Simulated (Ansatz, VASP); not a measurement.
One calculation of BPd4, two programs

```xyz
5
Lattice="-2.6856 2.6856 2.6856 2.6856 -2.6856 2.6856 2.6856 2.6856 -2.6856" Properties=species:S:1:pos:R:3 pbc="T T T"
B     0.0000    0.0000    0.0000
Pd    1.1635    1.1635    1.1635
Pd   -1.5221    1.5221    1.5221
Pd    1.5221    1.5221   -1.5221
Pd    1.5221   -1.5221    1.5221
```

Change from the starting cell: species swapped into the GeF4 type (I-43m, No. 217).

Alike in both runs: functional PBE; k mesh 10 × 10 × 10; occupations gaussian, width 0.1 eV; no spin polarisation.

Ansatz relaxed the structure, and its values are those at the end. VASP's run is a single point on that final structure, the one shown.

|  | VASP | Ansatz |
| --- | --- | --- |
| version | VASP 6.6.1 | Ansatz 0.2.0 |
| potentials or method | VASP PAW PBE potentials, release 64 (B, Pd) | scalar-relativistic, plane waves, PAW |
| plane-wave cutoff (eV) | 520 | 420 |
| valence electrons in the cell | 43 | 75 |

```csv
,VASP,Ansatz,Ansatz less VASP
gap on the k mesh at the Fermi level (eV),none,none,-
pressure (GPa),0.0,0.0,-0.04
rms of the force components (eV/Å),0.028,0.000,-0.0274
```

A gap of «none» marks a metal or a gap that the smearing closes. With one functional, cell and mesh, what is left measures potentials, basis and numerics. The two sets of potentials don't hold the same shells in valence.
